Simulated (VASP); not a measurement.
# Sr2Re (F-43m) in VASP: further runs, part 2 of 2

VASP 6.6.1. Earlier steps stand in the parts before.

### 4 Single point, LDA, spin-orbit coupling, no magnetisation (volume scaled by 0.92)

Contents of INCAR:

```
ALGO     = Normal         # electronic algorithm
EDIFF    = 1E-6           # SCF threshold, eV
ENCUT    = 600            # plane-wave cutoff, eV
GGA      = CA             # functional
GGA_COMPAT= F            
ISIF     = 2              # what is computed and relaxed
ISMEAR   = -1             # smearing method
LASPH    = T              # aspherical terms in the spheres
LCHARG   = F              # write CHGCAR
LMAXMIX  = 4              # l up to which the mixer works
LORBIT   = 11             # projections on sites
LREAL    = F              # projectors in reciprocal space
LSORBIT  = T              # spin-orbit coupling
LWAVE    = F              # write WAVECAR
MAGMOM   = 0 0 0 0 0 0 0 0 0 # initial moments
NBANDS   = 48             # bands
NELM     = 80             # most SCF steps
PREC     = Accurate       # precision mode
SIGMA    = 0.05           # smearing width, eV
```

Contents of KPOINTS:

```
k-points
0
Gamma
  5 5 5
```

Contents of POSCAR:

```
Sr2Re
1.0
    0.0000000000      3.2090795518      3.2090795518
    3.2090795518      0.0000000000      3.2090795518
    3.2090795518      3.2090795518      0.0000000000
Sr Re
2 1
Direct
    0.2500000000      0.2500000000      0.2500000000
    0.5000000000      0.5000000000      0.5000000000
    0.0000000000      0.0000000000      0.0000000000
```

Potentials or basis: VASP PAW LDA potentials, release 64 (Sr_sv_GW, Re_sv_GW).

Command:

```
$ cat potpaw_LDA.64/Sr_sv_GW/POTCAR potpaw_LDA.64/Re_sv_GW/POTCAR > POTCAR
$ mpirun -np 1 vasp_ncl > vasp.out
```

OUTCAR:

```text
EDIFF = 1E-6
   ENCUT = 600
   GGA = CA
   ISIF = 2
   ISMEAR = -1
   LASPH = T
   LORBIT = 11
   LREAL = F
   LSORBIT = T
   NELM = 80
   PREC = Accurate

 ion  position               nearest neighbor table
   1  0.250  0.250  0.250-   3 2.78   3 2.78   3 2.78   2 2.78   3 2.78   2 2.78   2 2.78   2 2.78

   2  0.500  0.500  0.500-   1 2.78   1 2.78   1 2.78   1 2.78   3 3.21   3 3.21   3 3.21   3 3.21
                             3 3.21   3 3.21
   3  0.000  0.000  0.000-   1 2.78   1 2.78   1 2.78   1 2.78   2 3.21   2 3.21   2 3.21   2 3.21
                             2 3.21   2 3.21

  LATTYP: Found a face centered cubic cell.
 ALAT       =     6.4181591036

  Lattice vectors:

 A1 = (   0.0000000000,   3.2090795518,   3.2090795518)
 A2 = (   3.2090795518,   0.0000000000,   3.2090795518)
 A3 = (   3.2090795518,   3.2090795518,   0.0000000000)

Analysis of symmetry for initial positions (statically):
=====================================================================
 Subroutine PRICEL returns:
 Original cell was already a primitive cell.

 Routine SETGRP: Setting up the symmetry group for a
 face centered cubic supercell.

 Subroutine GETGRP returns: Found 24 space group operations
 (whereof 24 operations were pure point group operations)
 out of a pool of 48 trial point group operations.

The static configuration has the point symmetry T_d .

Analysis of symmetry for dynamics (positions and initial velocities):
=====================================================================
 Subroutine PRICEL returns:
 Original cell was already a primitive cell.

 Routine SETGRP: Setting up the symmetry group for a
 face centered cubic supercell.

 Subroutine GETGRP returns: Found 24 space group operations
 (whereof 24 operations were pure point group operations)
 out of a pool of 48 trial point group operations.

The dynamic configuration has the point symmetry T_d .

Analysis of structural, dynamic, and magnetic symmetry:
=====================================================================
 Subroutine PRICEL returns:
 Original cell was already a primitive cell.

 Routine SETGRP: Setting up the symmetry group for a
 face centered cubic supercell.

 Subroutine GETGRP returns: Found 24 space group operations
 (whereof 24 operations were pure point group operations)
 out of a pool of 48 trial point group operations.

The overall configuration has the point symmetry T_d .

 Subroutine INISYM returns: Found 24 space group operations
 (whereof 24 operations are pure point group operations),
 and found     1 'primitive' translations

----------------------------------------------------------------------------------------

                                     Primitive cell

  volume of cell :      66.0954

  direct lattice vectors                    reciprocal lattice vectors
[... 126 lines left out ...]
  ---------------------------------------------------
  free energy    TOTEN  =       -24.49443604 eV

  energy without entropy =      -24.45303430  energy(sigma->0) =      -24.47373517

 E-fermi :   7.0328     XC(G=0): -11.2081

 val. band max:        7.0303690607   @ k =   0.4000   0.2000   0.0000
 cond. band min:       7.0746672584   @ k =  -0.4000   0.4000   0.0000
 fundamental gap:      0.0442981977
 Fermi energy:         7.0327761874

 k-point     1 :       0.0000    0.0000    0.0000
  band No.  band energies     occupation
      1     -70.9672      1.00000
      2     -70.9672      1.00000
      3     -39.9950      1.00000
      4     -39.9950      1.00000
      5     -30.1400      1.00000
      6     -30.1400      1.00000
[... 689 lines left out ...]
     46      11.5215      0.00000
     47      12.2140      0.00000
 [bands above 47 left out]

------------------------ aborting loop because EDIFF is reached ----------------------------------------

  FORCE on cell =-STRESS in cart. coord.  units (eV):
  Direction    XX          YY          ZZ          XY          YZ          ZX
  --------------------------------------------------------------------------------------
  -------------------------------------------------------------------------------------
  Total        6.1302309      6.1302309      6.1302309      0.0000000     -0.0000000      0.0000000
  in kB      148.5990279    148.5990279    148.5990279      0.0000000     -0.0000000      0.0000000
  external PRESSURE =     148.5990279 kB  Pullay stress =       0.0000000 kB

 VOLUME and BASIS-vectors are now :
 -----------------------------------------------------------------------------
  energy-cutoff  :      600.00
  volume of cell :       66.10
      direct lattice vectors                 reciprocal lattice vectors
     0.000000000  3.209079552  3.209079552    -0.155807917  0.155807917  0.155807917
     3.209079552  0.000000000  3.209079552     0.155807917 -0.155807917  0.155807917
     3.209079552  3.209079552  0.000000000     0.155807917  0.155807917 -0.155807917

 POSITION                                       TOTAL-FORCE (eV/Angst)
 -----------------------------------------------------------------------------------
      1.60454      1.60454      1.60454         0.000000      0.000000      0.000000
      3.20908      3.20908      3.20908         0.000000      0.000000      0.000000
      0.00000      0.00000      0.00000        -0.000000     -0.000000     -0.000000
 -----------------------------------------------------------------------------------
    total drift:                               -0.000000     -0.000000     -0.000000

  FREE ENERGIE OF THE ION-ELECTRON SYSTEM (eV)
  ---------------------------------------------------
  free  energy   TOTEN  =       -24.4944360417 eV

  energy  without entropy=      -24.4530342991  energy(sigma->0) =      -24.47373517

 Spin-Orbit-Coupling matrix elements

 Ion:    1  E_soc:     -0.1192847
 l=   1
     0.0000000    -0.0197189    -0.0197189
    -0.0197189     0.0000000    -0.0197189
    -0.0197189    -0.0197189     0.0000000
 l=   2
     0.0000000    -0.0000391     0.0000000    -0.0000391    -0.0001232
    -0.0000391     0.0000000    -0.0000924    -0.0000391    -0.0000308
     0.0000000    -0.0000924     0.0000000    -0.0000924     0.0000000
    -0.0000391    -0.0000391    -0.0000924     0.0000000    -0.0000308
    -0.0001232    -0.0000308     0.0000000    -0.0000308     0.0000000
 l=   3
     0.0000000     0.0000001     0.0000000     0.0000000     0.0000000     0.0000000     0.0000001
     0.0000001     0.0000000     0.0000002     0.0000000     0.0000002     0.0000003     0.0000001
     0.0000000     0.0000002     0.0000000     0.0000001     0.0000000     0.0000000     0.0000000
     0.0000000     0.0000000     0.0000001     0.0000000     0.0000001     0.0000000     0.0000000
[... 29 lines left out ...]
 l=   2
     0.0000000    -0.0242467     0.0000000    -0.0242467    -0.0654501
    -0.0242467     0.0000000    -0.0490876    -0.0242467    -0.0163625
     0.0000000    -0.0490876     0.0000000    -0.0490876     0.0000000
    -0.0242467    -0.0242467    -0.0490876     0.0000000    -0.0163625
    -0.0654501    -0.0163625     0.0000000    -0.0163625     0.0000000
 l=   3
     0.0000000    -0.0000006     0.0000000     0.0000000     0.0000000    -0.0000003    -0.0000019
    -0.0000006     0.0000000    -0.0000010     0.0000000    -0.0000010    -0.0000016    -0.0000006
     0.0000000    -0.0000010     0.0000000    -0.0000013    -0.0000001    -0.0000004     0.0000000
     0.0000000     0.0000000    -0.0000013     0.0000000    -0.0000013     0.0000000     0.0000000
     0.0000000    -0.0000010    -0.0000001    -0.0000013     0.0000000    -0.0000004     0.0000000
    -0.0000003    -0.0000016    -0.0000004     0.0000000    -0.0000004     0.0000000    -0.0000003
    -0.0000019    -0.0000006     0.0000000     0.0000000     0.0000000    -0.0000003     0.0000000

 total charge

# of ion       s       p       d       f       tot
--------------------------------------------------
    1        2.604   5.772   1.137   0.070   9.584
    2        2.521   5.834   0.738   0.043   9.136
    3        4.136   5.936   4.474   0.010  14.555
--------------------------------------------------
tot          9.261  17.541   6.349   0.123  33.275

 magnetization (x)

# of ion       s       p       d       f       tot
--------------------------------------------------
    1       -0.000  -0.000  -0.000   0.000  -0.000
    2       -0.000   0.000   0.000   0.000  -0.000
    3        0.000  -0.000   0.000   0.000   0.000
--------------------------------------------------
tot         -0.000   0.000   0.000   0.000   0.000

 magnetization (y)

# of ion       s       p       d       f       tot
--------------------------------------------------
    1        0.000   0.000  -0.000   0.000   0.000
    2        0.000   0.000   0.000   0.000   0.000
    3        0.000   0.000   0.000   0.000   0.000
--------------------------------------------------
tot          0.000   0.000   0.000   0.000   0.000

 magnetization (z)

# of ion       s       p       d       f       tot
--------------------------------------------------
    1        0.000   0.000  -0.000   0.000  -0.000
    2        0.000  -0.000   0.000   0.000   0.000
    3        0.000  -0.000   0.000   0.000   0.000
--------------------------------------------------
tot          0.000   0.000   0.000   0.000   0.000
```

Wall time 2 min (1 thread of Intel Xeon Platinum 8488C (Sapphire Rapids), shared host); peak memory 0.36 GiB.

What came out:

| Quantity | Value |
| --- | --- |
| Free energy | -24.4944 eV |
| Pressure | 14.9 GPa |
| Valence electrons inside the program's atomic spheres | Sr 9.58, 9.14; Re 14.55 |

### 5 Relaxation of cell and atoms, PBE+D3(BJ)

This run uses another cell than the first one: it holds 12 atoms, not 3.

Contents of INCAR:

```
  PREC = Accurate
  ENCUT = 600
  EDIFF = 1E-7
  ISMEAR = 1
  SIGMA = 0.2
  LREAL = False
  LASPH = True
  NELM = 60
  ALGO = Normal
  ISIF = 3
  LWAVE = False
  LCHARG = False
  GGA = PE
  IVDW = 12
  IBRION = 2
  NSW = 60
  EDIFFG = -0.02
```

Contents of Sr2Re.cif:

```cif
data_Sr2Re
_cell_length_a 6.59904672
_cell_length_b 6.59904672
_cell_length_c 6.59904672
_cell_angle_alpha 90.00000000
_cell_angle_beta 90.00000000
_cell_angle_gamma 90.00000000
_space_group_name_H-M_alt 'F-43m'
_space_group_name_Hall 'F -4 2 3'
_space_group_IT_number 216
loop_
_space_group_symop_operation_xyz
'x,y,z'
'y,-x,-z'
'-x,-y,z'
'-y,x,-z'
'x,-y,-z'
'y,x,z'
'-x,y,-z'
'-y,-x,z'
'z,x,y'
'-z,y,-x'
'z,-x,-y'
'-z,-y,x'
'-z,x,-y'
'z,y,x'
'-z,-x,y'
'z,-y,-x'
'y,z,x'
'-x,-z,y'
'-y,z,-x'
'x,-z,-y'
'-y,-z,x'
'x,z,y'
'y,-z,-x'
'-x,z,-y'
'x,y+1/2,z+1/2'
'y,-x+1/2,-z+1/2'
'-x,-y+1/2,z+1/2'
'-y,x+1/2,-z+1/2'
'x,-y+1/2,-z+1/2'
'y,x+1/2,z+1/2'
'-x,y+1/2,-z+1/2'
'-y,-x+1/2,z+1/2'
'z,x+1/2,y+1/2'
'-z,y+1/2,-x+1/2'
'z,-x+1/2,-y+1/2'
'-z,-y+1/2,x+1/2'
'-z,x+1/2,-y+1/2'
'z,y+1/2,x+1/2'
'-z,-x+1/2,y+1/2'
'z,-y+1/2,-x+1/2'
'y,z+1/2,x+1/2'
'-x,-z+1/2,y+1/2'
'-y,z+1/2,-x+1/2'
'x,-z+1/2,-y+1/2'
'-y,-z+1/2,x+1/2'
'x,z+1/2,y+1/2'
'y,-z+1/2,-x+1/2'
'-x,z+1/2,-y+1/2'
'x+1/2,y,z+1/2'
'y+1/2,-x,-z+1/2'
'-x+1/2,-y,z+1/2'
'-y+1/2,x,-z+1/2'
'x+1/2,-y,-z+1/2'
'y+1/2,x,z+1/2'
'-x+1/2,y,-z+1/2'
'-y+1/2,-x,z+1/2'
'z+1/2,x,y+1/2'
'-z+1/2,y,-x+1/2'
'z+1/2,-x,-y+1/2'
'-z+1/2,-y,x+1/2'
'-z+1/2,x,-y+1/2'
'z+1/2,y,x+1/2'
'-z+1/2,-x,y+1/2'
'z+1/2,-y,-x+1/2'
'y+1/2,z,x+1/2'
'-x+1/2,-z,y+1/2'
'-y+1/2,z,-x+1/2'
'x+1/2,-z,-y+1/2'
'-y+1/2,-z,x+1/2'
'x+1/2,z,y+1/2'
'y+1/2,-z,-x+1/2'
'-x+1/2,z,-y+1/2'
'x+1/2,y+1/2,z'
'y+1/2,-x+1/2,-z'
'-x+1/2,-y+1/2,z'
'-y+1/2,x+1/2,-z'
'x+1/2,-y+1/2,-z'
'y+1/2,x+1/2,z'
'-x+1/2,y+1/2,-z'
'-y+1/2,-x+1/2,z'
'z+1/2,x+1/2,y'
'-z+1/2,y+1/2,-x'
'z+1/2,-x+1/2,-y'
'-z+1/2,-y+1/2,x'
'-z+1/2,x+1/2,-y'
'z+1/2,y+1/2,x'
'-z+1/2,-x+1/2,y'
'z+1/2,-y+1/2,-x'
'y+1/2,z+1/2,x'
'-x+1/2,-z+1/2,y'
'-y+1/2,z+1/2,-x'
'x+1/2,-z+1/2,-y'
'-y+1/2,-z+1/2,x'
'x+1/2,z+1/2,y'
'y+1/2,-z+1/2,-x'
'-x+1/2,z+1/2,-y'
loop_
_atom_site_label
_atom_site_type_symbol
_atom_site_symmetry_multiplicity
_atom_site_Wyckoff_symbol
_atom_site_fract_x
_atom_site_fract_y
_atom_site_fract_z
_atom_site_occupancy
Sr1 Sr 4 d 0.2500000000 0.2500000000 0.7500000000 1
Sr2 Sr 4 b 0.5000000000 0.0000000000 0.0000000000 1
Re1 Re 4 a 0.0000000000 0.0000000000 0.0000000000 1
```

Contents of KPOINTS:

```
Automatic mesh
0
Gamma
  4 4 4
```

Contents of POSCAR:

```
Sr Re
 1.0000000000000000
     6.5990467199999996    0.0000000000000000    0.0000000000000000
     0.0000000000000000    6.5990467199999996    0.0000000000000000
     0.0000000000000000    0.0000000000000000    6.5990467199999996
 Sr  Re 
   8   4
Cartesian
  1.6497616799999999  1.6497616799999999  4.9492850399999995
  1.6497616799999999  4.9492850399999995  1.6497616799999999
  4.9492850399999995  4.9492850399999995  4.9492850399999995
  4.9492850399999995  1.6497616799999999  1.6497616799999999
  3.2995233599999998  0.0000000000000000  0.0000000000000000
  0.0000000000000000  3.2995233599999998  0.0000000000000000
  0.0000000000000000  0.0000000000000000  3.2995233599999998
  3.2995233599999998  3.2995233599999998  3.2995233599999998
  0.0000000000000000  0.0000000000000000  0.0000000000000000
  0.0000000000000000  3.2995233599999998  3.2995233599999998
  3.2995233599999998  0.0000000000000000  3.2995233599999998
  3.2995233599999998  3.2995233599999998  0.0000000000000000
```

Potentials or basis: VASP PAW PBE potentials, release 64 (Sr_sv, Re).

Command:

```
$ ase convert -i cif -o vasp Sr2Re.cif POSCAR
$ cat potpaw_PBE.64/Sr_sv/POTCAR potpaw_PBE.64/Re/POTCAR > POTCAR
$ mpirun -np 1 vasp_std > vasp.out
```

It took 16 min on 1 thread of Intel Xeon Platinum 8488C (Sapphire Rapids), shared host; peak memory 0.53 GiB.

It converged, with:

```yaml
Free_energy: -43.7926 eV
Relaxed_volume: 31.01 Å³/atom
Relaxed_cell: a = 7.192 Å, b = 7.192 Å, c = 7.192 Å, α = 90.00°, β = 90.00°, γ = 90.00°
Space_group_after_relaxing_to_0.05_Å: F-43m (No. 216)
Energy_gained_by_relaxing: 223.0 meV/atom
Ionic_steps: 2
Pressure_after_relaxing: 0.1 GPa
Band_gap_on_the_k_mesh: none (metal or under the smearing width)
Dispersion_energy_per_atom: -0.333 eV
```

The path:
| step | energy change (eV) | largest force (eV/Å) | pressure (GPa) | volume (Å³) |
| --- | --- | --- | --- | --- |
| 1 | 0.0000 | 0.0000 | 12.47 | 287.37 |
| 2 | -2.6755 | 0.0000 | 0.05 | 372.07 |

Final structure:
```yaml
crystal:
  lattice:
    - [7.19241, 0.00000, 0.00000]
    - [0.00000, 7.19241, 0.00000]
    - [0.00000, 0.00000, 7.19241]
  atoms:
    - { symbol: Sr, position: [0.25000, 0.25000, 0.75000] }
    - { symbol: Sr, position: [0.25000, 0.75000, 0.25000] }
    - { symbol: Sr, position: [0.75000, 0.75000, 0.75000] }
    - { symbol: Sr, position: [0.75000, 0.25000, 0.25000] }
    - { symbol: Sr, position: [0.50000, 0.00000, 0.00000] }
    - { symbol: Sr, position: [0.00000, 0.50000, 0.00000] }
    - { symbol: Sr, position: [0.00000, 0.00000, 0.50000] }
    - { symbol: Sr, position: [0.50000, 0.50000, 0.50000] }
    - { symbol: Re, position: [0.00000, 0.00000, 0.00000] }
    - { symbol: Re, position: [0.00000, 0.50000, 0.50000] }
    - { symbol: Re, position: [0.50000, 0.00000, 0.50000] }
    - { symbol: Re, position: [0.50000, 0.50000, 0.00000] }
```

Levels at points of the mesh, in eV from the Fermi level:
```csv
k point,band 50,band 51,band 52,band 53,band 54,band 55,band 56,band 57,band 58,band 59
"(0.00, 0.00, 0.00)",-0.23,0.01,0.01,0.01,0.01,0.01,0.01,0.09,0.09,0.09
"(0.50, 0.00, 0.00)",-0.12,-0.12,-0.12,-0.11,-0.11,0.05,0.05,0.19,0.19,0.76
"(0.50, 0.50, 0.00)",-0.35,-0.35,-0.35,0.14,0.14,0.14,0.14,0.44,0.44,0.44
"(0.50, 0.50, 0.50)",-0.24,-0.24,-0.24,-0.08,-0.08,-0.08,-0.08,-0.08,-0.08,-0.08
```

Caveat: the volume moved by over 15 % at a fixed basis, so the end points are rough; pairwise dispersion overbinds metals, which lowers pressure and volume. Spin-orbit coupling is left out, which matters for the levels of Re.

### 6 The reference run

An earlier run on the cell as given: functional PBE; potentials or basis VASP PAW PBE potentials, release 64 (Sr_sv, Re); cutoff 520 eV; k mesh 7 × 7 × 7; occupations fermi-dirac, width 0.05 eV; no spin polarisation.

* Pressure: 15.4 GPa
* Band gap on the k mesh: none (metal or under the smearing width)

### 7 Overview

```csv
task,level,potentials or basis,spin,cell,k mesh,cutoff (eV),smearing,gap on the mesh (eV),pressure (GPa),relaxed volume (Å³/atom)
relaxation of cell and atoms,PBE,"VASP PAW PBE potentials, release 64 (Sr_sv, Re)",off,relaxed,7 × 7 × 7,600,methfessel-paxton 0.1 eV,none,0.0,33.05
relaxation of cell and atoms,RPBE,"VASP PAW PBE potentials, release 64 (Sr_sv, Re)",off,relaxed,7 × 7 × 7,600,methfessel-paxton 0.1 eV,none,0.0,35.01
single point,LDA,"VASP PAW LDA potentials, release 64 (Sr_sv_GW, Re_sv_GW)","SOC, no magnetisation",volume scaled by 0.92,5 × 5 × 5,600,fermi-dirac 0.05 eV,-,14.9,-
relaxation of cell and atoms,PBE+D3(BJ),"VASP PAW PBE potentials, release 64 (Sr_sv, Re)",off,relaxed,4 × 4 × 4,600,methfessel-paxton 0.2 eV,none,0.1,31.01
single point,PBE,"VASP PAW PBE potentials, release 64 (Sr_sv, Re)",off,as given,7 × 7 × 7,520,fermi-dirac 0.05 eV,none,15.4,-
```

Caveats: the volume moved by over 15 % at a fixed basis, so the end points are rough (some runs); the PAW data sets were made with another functional, which shifts forces and pressure a little (some runs); pairwise dispersion overbinds metals, which lowers pressure and volume (some runs); so large a pressure means that the cell lies far from this level's equilibrium, or that cutoff or potentials fall short (some runs).

Absolute energies hang on the potentials; compare differences alone.
